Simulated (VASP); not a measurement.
Energy against volume of Mg (hcp). Method: AM05 GGA, VASP's PBE PAW potentials (set 64) (plane waves; VASP). Numerical set-up: 520 eV cut-off, 13×13×7 Γ-centred mesh, first-order Methfessel-Paxton smearing of 0.10 eV, potentials Mg.

Shape and ions are relaxed at each volume.

| V (Å³/atom) | E (eV/atom) |
|---|---|
| 21.181 | -1.61769 |
| 21.857 | -1.62603 |
| 22.533 | -1.62870 |
| 23.209 | -1.62652 |

**Question.** Fit these four points and predict the energy of the run at 23.885 Å³/atom.

**Answer.** A cubic in V^(−2/3), the third-order Birch-Murnaghan form, passes through the four points with V0 = 22.55 Å³/atom and B0 = 38 GPa, and gives -1.6202 eV/atom there. The run gave -1.6202 eV/atom, -0.0 meV/atom from the fit; all five points give B0 = 38 GPa.

The compound is Mg in the hcp structure. It was relaxed first.
